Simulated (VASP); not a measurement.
Computed with MS2 meta-GGA, VASP's PBE PAW potentials (set 64) (plane waves; VASP).

A VASP calculation is set up with these files.

INCAR:
```
ALGO  =  Normal
EDIFF  =  1E-7
EDIFFG  =  -0.01
ENCUT  =  520
IBRION  =  2
ISIF  =  4
ISMEAR  =  1
LASPH  =  T
LCHARG  =  F
LMAXMIX  =  4
LMIXTAU  =  T
LREAL  =  F
LWAVE  =  F
METAGGA  =  MS2
NELM  =  100
NSW  =  30
PREC  =  Accurate
SIGMA  =  0.1
SYSTEM  =  As
```

File KPOINTS:
```
K-points
0
Gamma
  12 12 12
0 0 0
```

### POSCAR
```
As
1
    3.5890052321    -1.9060566330    -0.0439419426
    3.5890052321     1.9060566330    -0.0439419426
    2.6153550138     0.0000000000     3.1106040923
As
2
Direct
  0.2294172644   0.2294172644   0.2294172644
  0.7705827356   0.7705827356   0.7705827356
```

POTCAR, in this order: As (PBE.64 set). Program: vasp_std.

Output of the run:

OSZICAR:
```
       N       E                     dE             d eps       ncg     rms          rms(c)
DAV:   1     0.130196898938E+02    0.13020E+02   -0.39243E+03  3402   0.843E+02
DAV:   2    -0.195111440184E+02   -0.32531E+02   -0.31624E+02  5036   0.112E+02
DAV:   3    -0.204033352203E+02   -0.89219E+00   -0.88534E+00  3960   0.229E+01
DAV:   4    -0.204069494272E+02   -0.36142E-02   -0.36117E-02  4220   0.129E+00
DAV:   5    -0.204069541284E+02   -0.47012E-05   -0.47008E-05  3786   0.384E-02    0.421E+00
DAV:   6    -0.113635319836E+02    0.90434E+01   -0.48920E+00  3556   0.173E+01    0.185E+00
DAV:   7    -0.113553815905E+02    0.81504E-02   -0.31467E-02  3944   0.199E+00    0.116E+00
DAV:   8    -0.113731865658E+02   -0.17805E-01   -0.25858E-01  3434   0.446E+00    0.339E-01
DAV:   9    -0.113834439276E+02   -0.10257E-01   -0.29317E-02  3437   0.151E+00    0.123E-01
DAV:  10    -0.113814157336E+02    0.20282E-02   -0.11448E-02  3475   0.939E-01    0.180E-01
DAV:  11    -0.113836871875E+02   -0.22715E-02   -0.19763E-03  3470   0.543E-01    0.852E-02
DAV:  12    -0.113842829516E+02   -0.59576E-03   -0.11163E-03  3465   0.306E-01    0.186E-02
DAV:  13    -0.113842426201E+02    0.40332E-04   -0.58990E-04  3455   0.264E-01    0.193E-02
DAV:  14    -0.113843132495E+02   -0.70629E-04   -0.33235E-04  3410   0.190E-01    0.659E-03
DAV:  15    -0.113843436498E+02   -0.30400E-04   -0.93313E-05  3412   0.115E-01    0.256E-03
DAV:  16    -0.113843472813E+02   -0.36316E-05   -0.10478E-05  3441   0.460E-02    0.855E-04
DAV:  17    -0.113843476558E+02   -0.37451E-06   -0.10610E-06  3517   0.160E-02    0.669E-04
DAV:  18    -0.113843477122E+02   -0.56308E-07   -0.41446E-08  1795   0.258E-03
   1 F= -.11384348E+02 E0= -.11384295E+02  d E =-.113843E+02
       N       E                     dE             d eps       ncg     rms          rms(c)
DAV:   1    -0.113864483668E+02   -0.21007E-02   -0.12625E-01  3445   0.224E+00    0.933E-02
DAV:   2    -0.113872258989E+02   -0.77753E-03   -0.50702E-03  3663   0.637E-01    0.424E-02
DAV:   3    -0.113872420809E+02   -0.16182E-04   -0.10520E-04  4166   0.109E-01    0.233E-02
DAV:   4    -0.113872458843E+02   -0.38035E-05   -0.10687E-04  3522   0.112E-01    0.874E-03
DAV:   5    -0.113872433063E+02    0.25781E-05   -0.84531E-05  3410   0.102E-01    0.404E-03
DAV:   6    -0.113872565112E+02   -0.13205E-04   -0.18258E-05  3413   0.439E-02    0.196E-03
DAV:   7    -0.113872570433E+02   -0.53204E-06   -0.24983E-06  3551   0.183E-02    0.475E-04
DAV:   8    -0.113872566188E+02    0.42451E-06   -0.71587E-07  3527   0.940E-03    0.467E-04
DAV:   9    -0.113872570578E+02   -0.43905E-06   -0.60366E-07  3408   0.842E-03    0.294E-04
DAV:  10    -0.113872570632E+02   -0.53959E-08   -0.36888E-08  1707   0.240E-03
   2 F= -.11387257E+02 E0= -.11387205E+02  d E =-.290935E-02
       N       E                     dE             d eps       ncg     rms          rms(c)
DAV:   1    -0.113875189497E+02   -0.26189E-03   -0.59373E-02  3441   0.154E+00    0.641E-02
DAV:   2    -0.113878861002E+02   -0.36715E-03   -0.23942E-03  3659   0.438E-01    0.294E-02
DAV:   3    -0.113878950414E+02   -0.89412E-05   -0.51402E-05  4155   0.754E-02    0.162E-02
DAV:   4    -0.113878971347E+02   -0.20933E-05   -0.48289E-05  3523   0.760E-02    0.608E-03
DAV:   5    -0.113878943100E+02    0.28246E-05   -0.43800E-05  3408   0.736E-02    0.296E-03
DAV:   6    -0.113879018411E+02   -0.75311E-05   -0.93060E-06  3409   0.314E-02    0.126E-03
DAV:   7    -0.113879022031E+02   -0.36193E-06   -0.13949E-06  3565   0.139E-02    0.317E-04
DAV:   8    -0.113879019876E+02    0.21542E-06   -0.42744E-07  3509   0.739E-03    0.330E-04
DAV:   9    -0.113879022128E+02   -0.22520E-06   -0.35176E-07  3406   0.647E-03    0.243E-04
DAV:  10    -0.113879022150E+02   -0.21600E-08   -0.17315E-08  1706   0.162E-03
   3 F= -.11387902E+02 E0= -.11387853E+02  d E =-.355450E-02
       N       E                     dE             d eps       ncg     rms          rms(c)
DAV:   1    -0.113888198488E+02   -0.91764E-03   -0.32646E-02  3467   0.108E+00    0.861E-02
DAV:   2    -0.113885684170E+02    0.25143E-03   -0.12796E-03  3600   0.285E-01    0.430E-02
DAV:   3    -0.113885962940E+02   -0.27877E-04   -0.52476E-04  3919   0.223E-01    0.143E-02
DAV:   4    -0.113886009368E+02   -0.46428E-05   -0.32599E-05  3665   0.686E-02    0.627E-03
DAV:   5    -0.113886014338E+02   -0.49695E-06   -0.17657E-05  3427   0.549E-02    0.257E-03
DAV:   6    -0.113886021469E+02   -0.71318E-06   -0.52287E-06  3415   0.327E-02    0.973E-04
DAV:   7    -0.113886025745E+02   -0.42752E-06   -0.25437E-06  3426   0.187E-02    0.748E-04
DAV:   8    -0.113886025808E+02   -0.63848E-08   -0.20372E-07  3319   0.475E-03
   4 F= -.11388603E+02 E0= -.11388540E+02  d E =-.700366E-03
       N       E                     dE             d eps       ncg     rms          rms(c)
DAV:   1    -0.113891089379E+02   -0.50636E-03   -0.36575E-02  3466   0.114E+00    0.910E-02
DAV:   2    -0.113888257367E+02    0.28320E-03   -0.14406E-03  3603   0.302E-01    0.455E-02
DAV:   3    -0.113888552890E+02   -0.29552E-04   -0.58497E-04  3913   0.234E-01    0.151E-02
DAV:   4    -0.113888603016E+02   -0.50127E-05   -0.35862E-05  3636   0.717E-02    0.668E-03
DAV:   5    -0.113888609456E+02   -0.64400E-06   -0.19923E-05  3434   0.581E-02    0.270E-03
DAV:   6    -0.113888616942E+02   -0.74856E-06   -0.58863E-06  3415   0.345E-02    0.103E-03
DAV:   7    -0.113888621776E+02   -0.48341E-06   -0.28959E-06  3421   0.198E-02    0.804E-04
DAV:   8    -0.113888621775E+02    0.85151E-10   -0.22638E-07  3438   0.497E-03
   5 F= -.11388862E+02 E0= -.11388805E+02  d E =-.959963E-03
```

OUTCAR:
```
------------------------ aborting loop because EDIFF is reached ----------------------------------------
  FORCE on cell =-STRESS in cart. coord.  units (eV):
  Direction    XX          YY          ZZ          XY          YZ          ZX
  --------------------------------------------------------------------------------------
  Total       -0.3097657     -0.3123808     -0.3121317      0.0000000     -0.0000000      0.0008072
  in kB      -11.5428057    -11.6402538    -11.6309698      0.0000000     -0.0000000      0.0300780
  external PRESSURE =     -11.6046764 kB  Pullay stress =       0.0000000 kB
  volume of cell :       43.00
      direct lattice vectors                 reciprocal lattice vectors
     3.634355518 -1.892283091 -0.021622250     0.136877467 -0.264231078 -0.117407899
     3.634355518  1.892283091 -0.021622250     0.136877467  0.264231078 -0.117407899
     2.667741096  0.000000000  3.110128417     0.001903200  0.000000000  0.319897644
 POSITION                                       TOTAL-FORCE (eV/Angst)
 -----------------------------------------------------------------------------------
      2.26475      0.00000      0.69902        -0.006700      0.000000     -0.002068
      7.67170      0.00000      2.36787         0.006700      0.000000      0.002068
 -----------------------------------------------------------------------------------
    total drift:                               -0.000000     -0.000000     -0.000000
  FREE ENERGIE OF THE ION-ELECTRON SYSTEM (eV)
  ---------------------------------------------------
  free  energy   TOTEN  =       -11.3888621775 eV

  energy  without entropy=      -11.3886892378  energy(sigma->0) =      -11.38880453

 reached required accuracy - stopping structural energy minimisation
```
(Selected blocks of OUTCAR.)

CONTCAR:
```
As
   1.00000000000000
     3.6343555178592264   -1.8922830905620052   -0.0216222500037493
     3.6343555178592264    1.8922830905620052   -0.0216222500037493
     2.6677410958000749    0.0000000000000000    3.1101284173936850
  As
     2
Direct
     0.2279237022812455    0.2279237022812455    0.2279237022877230
     0.7720762977187545    0.7720762977187545    0.7720762977122771
```

The compound is As in the a7 structure. This cell is one point of a volume scan, at 1.03 of the reference volume. Symmetry was kept, so distortions that lower it aren't found.
